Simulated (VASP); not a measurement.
Data:

```yaml
crystal:
  lattice:
    - [0.00000, 1.96000, 1.96000]
    - [1.96000, 0.00000, 1.96000]
    - [1.96000, 1.96000, 0.00000]
  atoms:
    - { symbol: Pt, position: [0.00000, 0.00000, 0.00000] }
```

These are PBE GGA, VASP's PBE PAW potentials (set 64) (plane waves; VASP) values and carry that method's errors. Numerical set-up: 300 eV cut-off, 12×12×12 Γ-centred mesh, Gaussian smearing of 0.14 eV, potentials Pt.

At this cut-off the stress carries a Pulay error, which pulls relaxed volumes low.

### Question
Give the stress tensor in GPa (positive for a compressed cell).

### Answer

```
9.42  0.00  0.00
0.00  9.42  0.00
0.00  0.00  9.42
```
The pressure is its mean diagonal, 9.42 GPa.

The structure is a typed Pt crystal (Fm-3m). The cell was not relaxed at this level.
